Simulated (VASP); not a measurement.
**InBi2B: single point with PBE**

Crystal: InBi2B.

```
B Bi In
1.0
     4.25910    0.00000    0.00000
     0.00000    4.25910    0.00000
     0.00000    0.00000    6.41739
B Bi In
1 2 1
Direct
  0.00000 0.00000 0.00000
  0.00000 0.50000 0.20127
  0.50000 0.00000 0.79873
  0.50000 0.50000 0.50000
```

The cell was built by a generator and needn't be a form met in nature.

```json
{"Program": "VASP 6.6.1", "Task": "single point", "Functional": "PBE", "Potentials or basis": "VASP PAW PBE potentials, release 64 (B, Bi_d, In_d)", "Cutoff": "520 eV", "k mesh": "6 × 6 × 4", "Occupations": "fermi-dirac, width 0.02 eV", "Spin": "no spin polarisation"}
```

```json
{
  "Pressure": "1.4 GPa",
  "Largest force": "0.252 eV/Å",
  "Band gap on the k mesh": "none (metal or under the smearing width)"
}
```

Forces on the atoms (eV/Å):
```
B    0.000  0.000  0.000
Bi   0.000  0.000 -0.252
Bi   0.000  0.000  0.252
In   0.000  0.000  0.000
```

Stress tensor (GPa, compression positive):
```
1.14 0.00 0.00
0.00 1.14 0.00
0.00 0.00 1.97
```

Levels at points of the mesh, in eV from the Fermi level:
| k point | band 21 | band 22 | band 23 | band 24 | band 25 | band 26 |
| --- | --- | --- | --- | --- | --- | --- |
| (0.00, 0.00, 0.00) | -1.49 | -0.34 | 0.54 | 0.54 | 0.73 | 1.39 |
| (0.50, 0.00, 0.00) | -2.87 | -1.98 | -0.23 | 0.66 | 2.71 | 3.24 |
| (0.50, 0.50, 0.00) | -2.71 | -2.71 | -2.28 | 0.18 | 0.89 | 0.89 |
| (0.00, 0.00, 0.50) | -2.51 | -0.50 | -0.50 | 0.74 | 0.77 | 2.40 |
| (0.50, 0.00, 0.50) | -1.33 | -1.26 | -0.56 | -0.13 | -0.02 | 2.85 |
| (0.50, 0.50, 0.50) | -3.27 | -3.14 | -3.14 | 2.70 | 2.70 | 3.29 |

Run time: 68 s on 1 thread of AMD EPYC 9R45 (Zen 5), with other jobs on the host, peak memory 0.24 GiB.

Caveat: spin-orbit coupling is left out, which moves the levels of the heavy elements.
